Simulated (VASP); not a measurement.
The input files of a VASP run:

INCAR:
```
SYSTEM = HfS2
PREC = Accurate; ENCUT = 520; LREAL = F
LASPH = T
EDIFF = 1E-7; NELM = 100; ALGO = Normal
LMAXMIX = 6
ISMEAR = 0; SIGMA = 0.05
GGA = PE; IVDW = 11
IBRION = 2; NSW = 30; ISIF = 4
EDIFFG = -0.01
LWAVE = F; LCHARG = F
```

POSCAR:
```
HfS2
1.0
  1.7914253349  -3.1028394863   0.0000000000
  1.7914253349   3.1028394863   0.0000000000
  0.0000000000   0.0000000000   5.7992284357
Hf S
1 2
Cartesian
  0.0000000000   0.0000000000   5.7992284357
  1.7914253349   1.0342818973   1.4349166893
  1.7914253349  -1.0342818973   4.3643117464
```

KPOINTS:
```
kpoints
0
gamma
7 7 4
0 0 0
```

POTCAR, in this order: Hf_pv S (PBE.64 set). Program: vasp_std.

Q: Translate this PBE-D3 (zero damping) calculation to Quantum ESPRESSO's pw.x.

A: One equivalent input (not run):
```
&CONTROL
  calculation = 'vc-relax'
  pseudo_dir = './pseudo'
  outdir = './out'
  tprnfor = .true.
  tstress = .true.
  nstep = 30
  forc_conv_thr = 0.00039
/
&SYSTEM
  ibrav = 0
  nat = 3
  ntyp = 2
  ecutwfc = 58
  occupations = 'smearing'
  smearing = 'gaussian'
  degauss = 0.003675
  input_dft = 'pbe'
  vdw_corr = 'grimme-d3'
  dftd3_version = 3
  dftd3_threebody = .false.
/
&ELECTRONS
  conv_thr = 7.3e-09
  electron_maxstep = 100
/
&IONS
/
&CELL
  cell_dofree = 'shape'
/
ATOMIC_SPECIES
  Hf 178.490 Hf.upf
  S 32.060 S.upf
CELL_PARAMETERS angstrom
     1.7914253   -3.1028395    0.0000000
     1.7914253    3.1028395    0.0000000
     0.0000000    0.0000000    5.7992284
ATOMIC_POSITIONS crystal
  Hf   0.0000000  0.0000000  1.0000000
  S    0.3333330  0.6666670  0.2474323
  S    0.6666670  0.3333330  0.7525677
K_POINTS automatic
  7 7 4 0 0 0
```
The two are equivalent in intent, not identical: the potentials are each code's own (VASP's PAW set, PseudoDojo norm-conserving files in pw.x), so ENCUT and ecutwfc are chosen apart and not converted; conv_thr bounds pw.x's estimated SCF error, while EDIFF bounds the energy change between steps; forc_conv_thr acts on force components and is met together with etot_conv_thr.

The compound is HfS2 in the 1T layered structure. This cell is one point of a volume scan, at 0.97 of the reference volume. Symmetry was kept, so distortions that lower it aren't found.
